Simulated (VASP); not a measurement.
Calculation: PBEsol GGA, VASP's PBE PAW potentials (set 64) (plane waves; VASP 6.6.1).

Input for VASP

INCAR:
```
SYSTEM = CeO2
PREC = Accurate
ENCUT = 530
EDIFF = 1E-6
NELM = 100
ALGO = Normal
LREAL = .FALSE.
LASPH = .TRUE.
ISMEAR = 0
SIGMA = 0.05
GGA = PS
LMAXMIX = 6
LWAVE = .FALSE.
LCHARG = .FALSE.
IBRION = 2
ISIF = 3
NSW = 60
EDIFFG = -0.02
```

### POSCAR
```
CeO2
1
   -0.0000000000     2.6987957888     2.6987957888
    2.6987957888    -0.0000000000     2.6987957888
    2.6987957888     2.6987957888    -0.0000000000
Ce O
1 2
Direct
  0.0000000000   0.0000000000   0.0000000000
  0.2500000000   0.2500000000   0.2500000000
  0.7500000000   0.7500000000   0.7500000000
```

### KPOINTS
```
Automatic mesh
0
Gamma
7 7 7
0 0 0
```

POTCAR, in this order: Ce O (PBE.64 set). Program: vasp_std.

Output of the run:

### OSZICAR
```
       N       E                     dE             d eps       ncg     rms          rms(c)
DAV:   1     0.223026902388E+03    0.22303E+03   -0.11913E+04   656   0.204E+03
DAV:   2     0.542768596856E+01   -0.21760E+03   -0.21069E+03   984   0.308E+02
DAV:   3    -0.310270054405E+02   -0.36455E+02   -0.32164E+02   808   0.147E+02
DAV:   4    -0.325841005047E+02   -0.15571E+01   -0.15569E+01   992   0.327E+01
DAV:   5    -0.326629262886E+02   -0.78826E-01   -0.78822E-01  1056   0.650E+00    0.325E+01
DAV:   6    -0.302298707998E+02    0.24331E+01   -0.81096E+01   952   0.581E+01    0.215E+01
DAV:   7    -0.292860085761E+02    0.94386E+00   -0.14076E+02   960   0.120E+02    0.221E+01
DAV:   8    -0.284358371524E+02    0.85017E+00   -0.29406E+00   760   0.192E+01    0.130E+01
DAV:   9    -0.275563830544E+02    0.87945E+00   -0.60976E+00   968   0.207E+01    0.141E+00
DAV:  10    -0.275563772888E+02    0.57656E-05   -0.20258E-01  1136   0.349E+00    0.106E+00
DAV:  11    -0.275542745921E+02    0.21027E-02   -0.20291E-02   904   0.136E+00    0.128E+00
DAV:  12    -0.275476840961E+02    0.65905E-02   -0.10761E-01   856   0.232E+00    0.785E-01
DAV:  13    -0.275450491495E+02    0.26349E-02   -0.58460E-02   976   0.245E+00    0.539E-01
DAV:  14    -0.275448412463E+02    0.20790E-03   -0.32743E-03   920   0.468E-01    0.321E-01
DAV:  15    -0.275445675675E+02    0.27368E-03   -0.27354E-03   976   0.490E-01    0.429E-02
DAV:  16    -0.275445785443E+02   -0.10977E-04   -0.90330E-05   888   0.985E-02    0.424E-02
DAV:  17    -0.275445715811E+02    0.69631E-05   -0.29286E-05   992   0.519E-02    0.151E-02
DAV:  18    -0.275445699152E+02    0.16659E-05   -0.70232E-06   712   0.241E-02    0.545E-03
DAV:  19    -0.275445695082E+02    0.40702E-06   -0.23540E-06   584   0.141E-02
   1 F= -.27544570E+02 E0= -.27544570E+02  d E =-.275446E+02
```

### OUTCAR
```
------------------------ aborting loop because EDIFF is reached ----------------------------------------
  FORCE on cell =-STRESS in cart. coord.  units (eV):
  Direction    XX          YY          ZZ          XY          YZ          ZX
  --------------------------------------------------------------------------------------
  Total        0.0140958      0.0140958      0.0140958     -0.0000000     -0.0000000      0.0000000
  in kB        0.5744607      0.5744607      0.5744607     -0.0000000     -0.0000000      0.0000000
  external PRESSURE =       0.5744607 kB  Pullay stress =       0.0000000 kB
  volume of cell :       39.31
      direct lattice vectors                 reciprocal lattice vectors
     0.000000000  2.698795789  2.698795789    -0.185267815  0.185267815  0.185267815
     2.698795789  0.000000000  2.698795789     0.185267815 -0.185267815  0.185267815
     2.698795789  2.698795789  0.000000000     0.185267815  0.185267815 -0.185267815
 POSITION                                       TOTAL-FORCE (eV/Angst)
 -----------------------------------------------------------------------------------
      0.00000      0.00000      0.00000        -0.000000     -0.000000     -0.000000
      1.34940      1.34940      1.34940         0.000000      0.000000     -0.000000
      4.04819      4.04819      4.04819        -0.000000     -0.000000      0.000000
 -----------------------------------------------------------------------------------
    total drift:                                0.000000     -0.000000      0.000000
  FREE ENERGIE OF THE ION-ELECTRON SYSTEM (eV)
  ---------------------------------------------------
  free  energy   TOTEN  =       -27.5445695082 eV

  energy  without entropy=      -27.5445695082  energy(sigma->0) =      -27.54456951

 reached required accuracy - stopping structural energy minimisation
```
(Selected blocks of OUTCAR.)

The compound is CeO2 in the fluorite structure. It was relaxed first. The start is the result of an earlier pass. The run is not spin-polarised, so no magnetic state was tried.
